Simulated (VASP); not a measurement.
Output of a VASP run:

**OSZICAR**
```
       N       E                     dE             d eps       ncg     rms          rms(c)
DAV:   1     0.940886337806E+01    0.94089E+01   -0.40905E+03  1224   0.832E+02
DAV:   2    -0.166711396931E+02   -0.26080E+02   -0.25487E+02  1472   0.141E+02
DAV:   3    -0.172198187022E+02   -0.54868E+00   -0.54868E+00  1360   0.257E+01
DAV:   4    -0.172215274149E+02   -0.17087E-02   -0.17087E-02  1632   0.134E+00
DAV:   5    -0.172215335317E+02   -0.61168E-05   -0.61168E-05  1440   0.549E-02    0.863E+00
DAV:   6    -0.148560467259E+02    0.23655E+01   -0.13513E+01  1248   0.237E+01    0.293E+00
DAV:   7    -0.148462519598E+02    0.97948E-02   -0.10741E-01  1208   0.339E+00    0.200E+00
DAV:   8    -0.148403691431E+02    0.58828E-02   -0.18384E-02  1272   0.188E+00    0.407E-01
DAV:   9    -0.148400742959E+02    0.29485E-03   -0.79246E-04  1640   0.225E-01    0.207E-01
DAV:  10    -0.148401804836E+02   -0.10619E-03   -0.25535E-04  1232   0.138E-01    0.319E-02
DAV:  11    -0.148401792782E+02    0.12054E-05   -0.57932E-06  1480   0.193E-02    0.143E-02
DAV:  12    -0.148401794595E+02   -0.18134E-06   -0.10161E-06  1240   0.982E-03    0.101E-03
DAV:  13    -0.148401794664E+02   -0.68626E-08   -0.10869E-08   784   0.109E-03
   1 F= -.15456056E+02 E0= -.15456056E+02  d E =0.000000E+00
```

**OUTCAR**
```
------------------------ aborting loop because EDIFF is reached ----------------------------------------
  Edisp (eV):   -0.61588
  FORCE on cell =-STRESS in cart. coord.  units (eV):
  Direction    XX          YY          ZZ          XY          YZ          ZX
  --------------------------------------------------------------------------------------
  Total       0.00010     0.00010     0.00010    -0.00000    -0.00000    -0.00000
  in kB       0.00775     0.00775     0.00775    -0.00000    -0.00000    -0.00000
  external pressure =        0.01 kB  Pullay stress =        0.00 kB
  volume of cell :       20.83
      direct lattice vectors                 reciprocal lattice vectors
     0.000000000  2.183666438  2.183666438    -0.228972700  0.228972700  0.228972700
     2.183666438  0.000000000  2.183666438     0.228972700 -0.228972700  0.228972700
     2.183666438  2.183666438  0.000000000     0.228972700  0.228972700 -0.228972700
  FREE ENERGIE OF THE ION-ELECTRON SYSTEM (eV)
  ---------------------------------------------------
  free  energy   TOTEN  =       -15.4560559648 eV

  energy  without entropy=      -15.4560559648  energy(sigma->0) =      -15.45605596

 total charge

# of ion       s       p       d       tot
------------------------------------------
    1        0.371   0.447   0.000   0.817
    2        1.224   2.639   0.000   3.863
--------------------------------------------------
tot          1.594   3.086   0.000   4.680
```
(Selected blocks of OUTCAR.)

### POSCAR
```
AlN
1
    0.0000000000     2.1836664381     2.1836664381
    2.1836664381    -0.0000000000     2.1836664381
    2.1836664381     2.1836664381     0.0000000000
Al N
1 1
Direct
  0.0000000000   0.0000000000   0.0000000000
  0.2500000000   0.2500000000   0.2500000000
```

Task: Write an INCAR and KPOINTS that could have produced this output.

Result: Several could match; the one computed here: the input of the run itself, PBE GGA with D4 dispersion, plane waves, VASP's PBE PAW potentials (set 64).

KPOINTS:
```
Automatic
0
gamma
12 12 12
0 0 0
```

### INCAR
```
SYSTEM=AlN
PREC=Accurate; ENCUT=520; LREAL=.False.
LASPH=.True.
EDIFF=1E-7; NELM=100; ALGO=Normal
ISMEAR=-5
GGA=PE; IVDW=13
ISIF=2
LWAVE=.False.; LCHARG=.True.; LORBIT=11
NEDOS=601
```

POTCAR, in this order: Al N (PBE.64 set). Program: vasp_std.

The compound is AlN in the zinc blende structure, a metastable form; wurtzite is the usual one. It was relaxed first.
